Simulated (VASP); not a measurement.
Consider the following.

```
CELL_PARAMETERS angstrom
     -2.44748     2.44748     2.44748
      2.44748    -2.44748     2.44748
      2.44748     2.44748    -2.44748
ATOMIC_POSITIONS crystal
  Ba 0.00000 0.00000 0.00000
```

These are PBEsol GGA, VASP's PBE PAW potentials (set 64) (plane waves; VASP 6.6.1) values and carry that method's errors. Numerical set-up: 400 eV cut-off, 12×12×12 Γ-centred mesh, tetrahedra with Blöchl corrections, potentials Ba_sv.

Unless said otherwise, spin-orbit coupling is left out, though it shifts the bands of the heavy elements here.

Predict the energy per atom (σ→0), band gap (on the k-mesh) with the smallest direct gap where there is one.

```
Property                                                    Result
------------------------  ----------------------------------------
band gap (on the k-mesh)  none (metal, semimetal or under 0.01 eV)
energy per atom (σ→0)                               -2.149 eV/atom
```

The compound is Ba in the bcc structure. It was relaxed first, which changed the volume by -7 %.
